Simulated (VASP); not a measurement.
An input for Ansatz (written as the equivalent of a VASP run, and not itself run):

Ansatz 0.2 input:
```yaml
crystal:
  lattice:
    - [0.0000000, 2.6438373, 2.6438373]
    - [2.6438373, 0.0000000, 2.6438373]
    - [2.6438373, 2.6438373, 0.0000000]
  atoms:
    - { symbol: Ga, position: [0.0000000, 0.0000000, 0.0000000] }
    - { symbol: As, position: [0.2500000, 0.2500000, 0.2500000] }
kpoints:
  mp_grid: { grid: [9, 9, 9] }
hamiltonian:
  xc: lda
  pseudopotentials: { kind: paw }
scf:
  occupations: { method: gaussian, width: 0.05 }
  max_iter: 100
relax:
  max_steps: 40
  f_tol: 0.02
  cell: { p_target: 20 }
output: { forces: true, stress: true, eigenvalues: true }
```

Problem. Translate this input to VASP (INCAR, KPOINTS, POSCAR, choice of POTCAR).

Solution. Several could match; the one computed here: 
KPOINTS:
```
Automatic mesh
0
Gamma
9 9 9
0 0 0
```

### INCAR
```
# general
SYSTEM  = GaAs
PREC    = Accurate
ENCUT   = 500
LREAL   = F   # projection in real space or not
LASPH   = T   # aspherical one-centre terms

# electronic loop
EDIFF   = 1E-6   # SCF stop (eV)
NELM    = 100   # most electronic steps
ALGO    = Normal
LMAXMIX = 4   # l cut-off of mixed one-centre charges

# smearing
ISMEAR  = 0   # Gaussian
SIGMA   = 0.05   # width (eV)

# ions
IBRION  = 2   # conjugate gradients
NSW     = 40   # most ionic steps
ISIF    = 3
EDIFFG  = -0.02
PSTRESS = 200   # kbar

# output
LWAVE   = F
LCHARG  = F
```

### POSCAR
```
GaAs
1
   -0.0000000000     2.6438372523     2.6438372523
    2.6438372523     0.0000000000     2.6438372523
    2.6438372523     2.6438372523     0.0000000000
Ga As
1 1
Direct
  0.0000000000   0.0000000000   0.0000000000
  0.2500000000   0.2500000000   0.2500000000
```

POTCAR, in this order: Ga_d As (LDA.64 set). Program: vasp_std.

What does not carry over: each code has its own PAW files, so the cut-off isn't converted (ENCUT is set for VASP's; basis.ecutwfc is left out, and Ansatz then takes the one that its files recommend); Ansatz stops its SCF on the density residual and VASP on the energy change (EDIFF); Ansatz's lda is the Perdew-Wang form, while the LDA potentials of VASP carry Perdew-Zunger's.

The compound is GaAs in the zinc blende structure. It was relaxed first under an external pressure of 20 GPa.
